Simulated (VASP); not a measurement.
Given:

```
CELL_PARAMETERS angstrom
     -1.91379     1.91379     4.26286
      1.91379    -1.91379     4.26286
      1.91379     1.91379    -4.26286
ATOMIC_POSITIONS crystal
  W  0.50000 0.50000 0.00000
  W  0.75000 0.25000 0.50000
  W  0.25000 0.75000 0.50000
  Ti 0.00000 0.00000 0.00000
```

Level of theory: PBE GGA, VASP's PBE PAW potentials (set 64) (plane waves; VASP). Numerical set-up: 300 eV cut-off, 6×6×6 Γ-centred mesh, Gaussian smearing of 0.050 eV, potentials W_sv Ti_sv.

At this cut-off the stress carries a Pulay error, which pulls relaxed volumes low.

Problem. Give the stress tensor in GPa (positive for a compressed cell).

Solution. 
```
 5.97   0.00   0.00
 0.00   5.97   0.00
 0.00   0.00  24.60
```
The pressure is its mean diagonal, 12.18 GPa.

The structure was generated: TiW3 was put into an ordered model structure, which need not be its known phase. The cell was not relaxed at this level. The k-mesh is coarse (spacing up to 0.39 per Å, 2π included), so the numbers may not be converged in it.
